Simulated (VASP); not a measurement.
# TlCuS3 (Pm-3m) in VASP: further runs

Runs on TlCuS3. Level: PBE. Tasks: single point.

Everything below comes from runs of VASP 6.6.1. Logs are shortened: lines on timing, memory, paths and dates and some standing lists are left out, and cuts for length are marked.

**1. The structure**

Symmetry: Pm-3m, No. 221, cubic system. Conventional cell: a = 4.725 Å, b = 4.725 Å, c = 4.725 Å, α = 90.00°, β = 90.00°, γ = 90.00°. Tl (site symmetry m-3m) has 12 S at 3.34 Å as nearest neighbours. Around Cu (site symmetry m-3m) lie 6 S at 2.36 Å. Around S (site symmetry 4/mmm) lie 2 Cu at 2.36 Å.

The cell was built by a generator and needn't be a form met in nature.

**2. Single point, PBE, collinear spin, typed start**

INCAR reads:

```
ALGO     = Normal         # electronic algorithm
EDIFF    = 1E-6           # SCF threshold, eV
ENCUT    = 520            # plane-wave cutoff, eV
GGA      = PE             # functional
ISIF     = 2              # what is computed and relaxed
ISMEAR   = 0              # smearing method
ISPIN    = 2              # spin polarisation
LASPH    = True           # aspherical terms in the spheres
LCHARG   = False          # write CHGCAR
LMAXMIX  = 4              # l up to which the mixer works
LORBIT   = 11             # projections on sites
LREAL    = False          # projectors in reciprocal space
LWAVE    = False          # write WAVECAR
MAGMOM   = 0 1 0 0 0      # initial moments
NBANDS   = 33             # bands
NELM     = 150            # most SCF steps
PREC     = Accurate       # precision mode
SIGMA    = 0.1            # smearing width, eV
```

KPOINTS reads:

```
k-points
0
Gamma
  4 4 4
```

POSCAR reads:

```
TlCuS3
1.0
    4.7246660900      0.0000000000      0.0000000000
    0.0000000000      4.7246660900      0.0000000000
    0.0000000000      0.0000000000      4.7246660900
Tl Cu S
1 1 3
Direct
    0.5000000000      0.5000000000      0.5000000000
    0.0000000000      0.0000000000      0.0000000000
    0.5000000000      0.0000000000      0.0000000000
    0.0000000000      0.5000000000      0.0000000000
    0.0000000000      0.0000000000      0.5000000000
```

Potentials or basis: VASP PAW PBE potentials, release 64 (Tl_d, Cu, S).

Launch:

```console
> cat potpaw_PBE.64/Tl_d/POTCAR potpaw_PBE.64/Cu/POTCAR potpaw_PBE.64/S/POTCAR > POTCAR
> mpirun -np 1 vasp_std > vasp.out
```

OUTCAR:

```text
EDIFF = 1E-6
   ENCUT = 520
   GGA = PE
   ISIF = 2
   ISMEAR = 0
   ISPIN = 2
   LASPH = True
   LORBIT = 11
   LREAL = False
   NELM = 150
   PREC = Accurate

 ion  position               nearest neighbor table
   1  0.500  0.500  0.500-   3 3.34   4 3.34   5 3.34   3 3.34   4 3.34   3 3.34   5 3.34   3 3.34
                             4 3.34   5 3.34   4 3.34   5 3.34
   2  0.000  0.000  0.000-   3 2.36   4 2.36   5 2.36   5 2.36   4 2.36   3 2.36
   3  0.500  0.000  0.000-   2 2.36   2 2.36   1 3.34   1 3.34   1 3.34   1 3.34
   4  0.000  0.500  0.000-   2 2.36   2 2.36   1 3.34   1 3.34   1 3.34   1 3.34
   5  0.000  0.000  0.500-   2 2.36   2 2.36   1 3.34   1 3.34   1 3.34   1 3.34

  LATTYP: Found a simple cubic cell.
 ALAT       =     4.7246660900

  Lattice vectors:

 A1 = (   4.7246660900,   0.0000000000,   0.0000000000)
 A2 = (   0.0000000000,   4.7246660900,   0.0000000000)
 A3 = (   0.0000000000,   0.0000000000,   4.7246660900)

Analysis of symmetry for initial positions (statically):
=====================================================================
 Subroutine PRICEL returns:
 Original cell was already a primitive cell.

 Routine SETGRP: Setting up the symmetry group for a
 simple cubic supercell.

 Subroutine GETGRP returns: Found 48 space group operations
 (whereof 48 operations were pure point group operations)
 out of a pool of 48 trial point group operations.

The static configuration has the point symmetry O_h .

Analysis of symmetry for dynamics (positions and initial velocities):
=====================================================================
 Subroutine PRICEL returns:
 Original cell was already a primitive cell.

 Routine SETGRP: Setting up the symmetry group for a
 simple cubic supercell.

 Subroutine GETGRP returns: Found 48 space group operations
 (whereof 48 operations were pure point group operations)
 out of a pool of 48 trial point group operations.

The dynamic configuration has the point symmetry O_h .

Analysis of structural, dynamic, and magnetic symmetry:
=====================================================================
 Subroutine PRICEL returns:
 Original cell was already a primitive cell.

 Routine SETGRP: Setting up the symmetry group for a
 simple cubic supercell.

 Subroutine GETGRP returns: Found 48 space group operations
 (whereof 48 operations were pure point group operations)
 out of a pool of 48 trial point group operations.

The overall configuration has the point symmetry O_h .

 Subroutine INISYM returns: Found 48 space group operations
 (whereof 48 operations are pure point group operations),
 and found     1 'primitive' translations

----------------------------------------------------------------------------------------

                                     Primitive cell

  volume of cell :     105.4662

  direct lattice vectors                    reciprocal lattice vectors
     4.724666090  0.000000000  0.000000000     0.211655169  0.000000000  0.000000000
     0.000000000  4.724666090  0.000000000     0.000000000  0.211655169  0.000000000
     0.000000000  0.000000000  4.724666090     0.000000000  0.000000000  0.211655169

  length of vectors
     4.724666090  4.724666090  4.724666090     0.211655169  0.211655169  0.211655169

  position of ions in fractional coordinates (direct lattice)
     0.500000000  0.500000000  0.500000000
     0.000000000  0.000000000  0.000000000
     0.500000000  0.000000000  0.000000000
     0.000000000  0.500000000  0.000000000
     0.000000000  0.000000000  0.500000000

  ion indices of the primitive-cell ions
   primitive index   ion index
                 1           1
                 2           2
                 3           3
                 4           4
                 5           5

----------------------------------------------------------------------------------------

 KPOINTS: k-points

Automatic generation of k-mesh.
 Grid dimensions read from file:
 generate k-points for:    4    4    4

 Generating k-lattice:

  Cartesian coordinates                     Fractional coordinates (reciprocal lattice)
     0.052913792  0.000000000  0.000000000     0.250000000  0.000000000  0.000000000
     0.000000000  0.052913792  0.000000000     0.000000000  0.250000000  0.000000000
     0.000000000  0.000000000  0.052913792     0.000000000  0.000000000  0.250000000

  Length of vectors
     0.052913792  0.052913792  0.052913792

  Shift w.r.t. Gamma in fractional coordinates (k-lattice)
     0.000000000  0.000000000  0.000000000

 Subroutine IBZKPT returns following result:
 ===========================================

 Found     10 irreducible k-points:

 Following reciprocal coordinates:
            Coordinates               Weight
  0.000000  0.000000  0.000000      1.000000
  0.250000  0.000000  0.000000      6.000000
  0.500000  0.000000  0.000000      3.000000
  0.250000  0.250000  0.000000     12.000000
  0.500000  0.250000  0.000000     12.000000
  0.500000  0.500000  0.000000      3.000000
  0.250000  0.250000  0.250000      8.000000
  0.500000  0.250000  0.250000     12.000000
  0.500000  0.500000  0.250000      6.000000
  0.500000  0.500000  0.500000      1.000000
   k-points           NKPTS =     10   k-points in BZ     NKDIM =     10   number of bands    NBANDS=     33
   number of dos      NEDOS =    301   number of ions     NIONS =      5
   total plane-waves  NPLWV =  46656
   dimension x,y,z NGX =    36 NGY =   36 NGZ =   36
   dimension x,y,z NGXF=    72 NGYF=   72 NGZF=   72
   ions per type =               1   1   3
   NGX,Y,Z   is equivalent  to a cutoff of  12.67, 12.67, 12.67 a.u.
   NGXF,Y,Z  is equivalent  to a cutoff of  25.33, 25.33, 25.33 a.u.
 SYSTEM =  unknown system
   PREC   = accura    normal or accurate (medium, high low for compatibility)
   ISTART =      0    job   : 0-new  1-cont  2-samecut
   ICHARG =      2    charge: 1-file 2-atom 10-const
   ISPIN  =      2    spin polarized calculation?
   LNONCOLLINEAR =      F non collinear calculations
   LSORBIT =      F    spin-orbit coupling
   LASPH  =      T    aspherical Exc in radial PAW
   ENCUT  =  520.0 eV  38.22 Ry    6.18 a.u.   8.78  8.78  8.78*2*pi/ulx,y,z
   NELM   =    150;   NELMIN=  2; NELMDL= -5     # of ELM steps
   EDIFF  = 0.1E-05   stopping-criterion for ELM
   LREAL  =      F    real-space projection
   EDIFFG = 0.1E-04   stopping-criterion for IOM
   NSW    =      0    number of steps for IOM
   IBRION =     -1    ionic relax: 0-MD 1-quasi-New 2-CG
   NFREE  =      0    steps in history (QN), initial steepest desc. (CG)
   ISIF   =      2    stress and relaxation
   ISYM   =      2    0-nonsym 1-usesym 2-fastsym
   POTIM  = 0.5000    time-step for ionic-motion
   TEBEG  =    0.0;   TEEND  =   0.0 temperature during run
   PSTRESS=    0.0 pullay stress
   NELECT =      42.0000    total number of electrons
   NUPDOWN=      -1.0000    fix difference up-down
   EMIN   =  10.00;   EMAX   =-10.00  energy-range for DOS
   EFERMI =   0.00;   METHOD = LEGACY
   ISMEAR =     0;   SIGMA  =   0.10  broadening in eV -4-tet -1-fermi 0-gaus
   EFERMI_NEDOS =   21; number of points for ismear=-14 and -15
   IALGO  =     38    algorithm
   IMIX   =      4    mixing-type and parameters
     AMIX     =   0.40;   BMIX     =  1.00
     AMIX_MAG =   1.60;   BMIX_MAG =  1.00
  volume/ion in A,a.u.               =      21.09       142.34
  Fermi-wavevector in a.u.,A,eV,Ry     =   1.204445  2.276070 19.737790  1.450687
  Thomas-Fermi vector in A             =   2.340169
   LORBIT       =     11    0 simple, 1 ext, 2 COOP (PROOUT), +10 PAW based schemes
   GGA     = PE    functional components
   LHFCALC =     F    Hartree Fock is set to
   AEXX    =    0.0000 exact exchange contribution
   IVDW    =     0    specifies the selected vdW correction
   LEPSILON=     F    determine dielectric tensor
   LRPA    =     F    only Hartree local field effects (RPA)
 spin polarized calculation
 Gauss-broadening in eV      SIGMA  =   0.10
  energy-cutoff  :      520.00
  volume of cell :      105.47
 maximum number of plane-waves:      2897
 NGX is ok and might be reduce to    36
   NGX = 17   NGY = 17   NGZ = 17

 number of electron      42.0000030 magnetization      -0.0142741

 number of electron      42.0000035 magnetization       1.0634771

 Free energy of the ion-electron system (eV)
  ---------------------------------------------------
  ext. energy  EPLUGINS =         0.00000000
  ---------------------------------------------------
  free energy    TOTEN  =       -16.64103735 eV

  energy without entropy =      -16.61631260  energy(sigma->0) =      -16.62867497

 E-fermi :   4.1983     XC(G=0): -10.0071

 val. band max:        4.1762223602   @ k =   0.5000   0.5000   0.2500
 cond. band min:       4.2284518267   @ k =   0.5000   0.2500   0.2500
 fundamental gap:      0.0522294665
 Fermi energy:         4.1983113431

 spin component 1

 k-point     1 :       0.0000    0.0000    0.0000
  band No.  band energies     occupation
      1      -9.2666      1.00000
      2      -7.2447      1.00000
      3      -7.2447      1.00000
      4      -5.5671      1.00000
      5      -5.5671      1.00000
      6      -5.5671      1.00000
[... 25 lines left out ...]
     32      11.7265      0.00000
     33      15.6260      0.00000

 k-point     2 :       0.2500    0.0000    0.0000
  band No.  band energies     occupation
      1      -9.0319      1.00000
      2      -7.4876      1.00000
      3      -7.1987      1.00000
      4      -5.5842      1.00000
      5      -5.5842      1.00000
      6      -5.5661      1.00000
[... 25 lines left out ...]
     32      13.1950      0.00000
     33      15.1544      0.00000
[... 250 lines left out ...]
     32      14.3004      0.00000
     33      15.1051      0.00000

 k-point    10 :       0.5000    0.5000    0.5000
  band No.  band energies     occupation
      1      -7.7633      1.00000
      2      -7.7633      1.00000
      3      -7.7633      1.00000
      4      -5.5382      1.00000
      5      -5.5382      1.00000
      6      -5.4455      1.00000
[... 25 lines left out ...]
     32      14.4941      0.00000
     33      14.5467      0.00000
 Fermi energy:         4.1983113431

 spin component 2

 k-point     1 :       0.0000    0.0000    0.0000
  band No.  band energies     occupation
      1      -9.0056      1.00000
      2      -6.9443      1.00000
      3      -6.9443      1.00000
      4      -5.5435      1.00000
      5      -5.5435      1.00000
      6      -5.5435      1.00000
[... 25 lines left out ...]
     32      11.8560      0.00000
     33      15.7007      0.00000

 k-point     2 :       0.2500    0.0000    0.0000
  band No.  band energies     occupation
      1      -8.7663      1.00000
      2      -7.1860      1.00000
      3      -6.8918      1.00000
      4      -5.5597      1.00000
      5      -5.5597      1.00000
      6      -5.5425      1.00000
[... 25 lines left out ...]
     32      13.3197      0.00000
     33      15.3491      0.00000
[... 250 lines left out ...]
     32      14.5077      0.00000
     33      15.3433      0.00000

 k-point    10 :       0.5000    0.5000    0.5000
  band No.  band energies     occupation
      1      -7.4678      1.00000
      2      -7.4678      1.00000
      3      -7.4678      1.00000
      4      -5.5146      1.00000
      5      -5.5146      1.00000
      6      -5.4075      1.00000
[... 25 lines left out ...]
     32      14.6369      0.00000
     33      14.7255      0.00000

------------------------ aborting loop because EDIFF is reached ----------------------------------------

  FORCE on cell =-STRESS in cart. coord.  units (eV):
  Direction    XX          YY          ZZ          XY          YZ          ZX
  --------------------------------------------------------------------------------------
  -------------------------------------------------------------------------------------
  Total       -0.5309716     -0.5309716     -0.5309716      0.0000000      0.0000000     -0.0000000
  in kB       -8.0661916     -8.0661916     -8.0661916      0.0000000      0.0000000     -0.0000000
  external PRESSURE =      -8.0661916 kB  Pullay stress =       0.0000000 kB

 VOLUME and BASIS-vectors are now :
 -----------------------------------------------------------------------------
  energy-cutoff  :      520.00
  volume of cell :      105.47
      direct lattice vectors                 reciprocal lattice vectors
     4.724666090  0.000000000  0.000000000     0.211655169  0.000000000  0.000000000
     0.000000000  4.724666090  0.000000000     0.000000000  0.211655169  0.000000000
     0.000000000  0.000000000  4.724666090     0.000000000  0.000000000  0.211655169

 POSITION                                       TOTAL-FORCE (eV/Angst)
 -----------------------------------------------------------------------------------
      2.36233      2.36233      2.36233         0.000000      0.000000      0.000000
      0.00000      0.00000      0.00000         0.000000      0.000000      0.000000
      2.36233      0.00000      0.00000         0.000000      0.000000      0.000000
      0.00000      2.36233      0.00000         0.000000      0.000000      0.000000
      0.00000      0.00000      2.36233         0.000000      0.000000      0.000000
 -----------------------------------------------------------------------------------
    total drift:                                0.000000      0.000000      0.000000

  FREE ENERGIE OF THE ION-ELECTRON SYSTEM (eV)
  ---------------------------------------------------
  free  energy   TOTEN  =       -16.6410373534 eV

  energy  without entropy=      -16.6163125957  energy(sigma->0) =      -16.62867497

 total charge

# of ion       s       p       d       tot
------------------------------------------
    1        1.249   0.171   9.675  11.096
    2        0.406   0.395   9.102   9.903
    3        1.381   2.210   0.000   3.591
    4        1.381   2.210   0.000   3.591
    5        1.381   2.210   0.000   3.591
--------------------------------------------------
tot          5.798   7.198  18.777  31.773

 magnetization (x)

# of ion       s       p       d       tot
------------------------------------------
    1        0.054  -0.006   0.004   0.053
    2       -0.001  -0.004   0.002  -0.003
    3        0.007   0.210   0.000   0.218
    4        0.007   0.210   0.000   0.218
    5        0.007   0.210   0.000   0.218
--------------------------------------------------
tot          0.075   0.621   0.006   0.703
```

Wall time 2.4 min (1 thread of AMD EPYC 7R13 (Zen 3), shared host); peak memory 0.24 GiB.

Results:

```
Free energy                                           : -16.6410 eV
Pressure                                              : -0.8 GPa
Band gap on the k mesh                                : none (metal or under the smearing width)
Net moment                                            : 1.06 μB per cell
Site moments                                          : Tl +0.05; Cu -0.00; S +0.22 μB
Valence electrons inside the program's atomic spheres : Tl 11.10; Cu 9.90; S 3.59
```

Caveat: a cell with one magnetic atom can't hold antiferromagnetic order, which such compounds often take. Spin-orbit coupling is left out, which matters for the levels of Tl.

**3. Single point, PBE**

This run uses another cell than the first one, of 20.73 Å³/atom, 0.983 times its volume.

INCAR reads:

```
PREC = Accurate
ENCUT = 520
EDIFF = 1E-6
ISMEAR = 0
SIGMA = 0.1
LREAL = False
LASPH = True
NELM = 100
ALGO = Fast
ISIF = 2
LWAVE = False
LCHARG = False
GGA = PE
NBANDS = 29
```

KPOINTS reads:

```
Automatic mesh
0
Gamma
  8 8 8
```

POSCAR, as its differences from that of step 2:

```diff
@@ -2,5 +2,5 @@
 1.0
-    4.7246660900      0.0000000000      0.0000000000
-    0.0000000000      4.7246660900      0.0000000000
-    0.0000000000      0.0000000000      4.7246660900
+    4.6970315041      0.0000000000      0.0000000000
+    0.0000000000      4.6970315041      0.0000000000
+    0.0000000000      0.0000000000      4.6970315041
 Tl Cu S
```

Potentials or basis: VASP PAW PBE potentials, release 64 (Tl_d, Cu, S).

Launch:

```console
> cat potpaw_PBE.64/Tl_d/POTCAR potpaw_PBE.64/Cu/POTCAR potpaw_PBE.64/S/POTCAR > POTCAR
> mpirun -np 1 vasp_std > vasp.out
```

Wall time 3.4 min (1 thread of AMD EPYC 7R13 (Zen 3), shared host); peak memory 0.23 GiB.

Results (log left out):

- Free energy: -16.5822 eV
- Pressure: 0.0 GPa
- Band gap on the k mesh: none (metal or under the smearing width)

Levels at points of the mesh, in eV from the Fermi level:
| k point | band 18 | band 19 | band 20 | band 21 | band 22 | band 23 | band 24 | band 25 |
| --- | --- | --- | --- | --- | --- | --- | --- | --- |
| (0.00, 0.00, 0.00) | -0.67 | -0.67 | -0.67 | -0.22 | -0.22 | -0.22 | 3.09 | 6.91 |
| (0.50, 0.00, 0.00) | -1.04 | -1.03 | -1.03 | -0.16 | -0.16 | 0.28 | 3.30 | 5.47 |
| (0.50, 0.50, 0.00) | -1.93 | -0.67 | -0.67 | -0.16 | 0.75 | 1.84 | 3.82 | 5.47 |
| (0.50, 0.50, 0.50) | -1.99 | 0.73 | 0.73 | 0.73 | 1.87 | 1.87 | 6.63 | 6.63 |

Caveat: the run has no spin polarisation, though such a crystal can be magnetic.
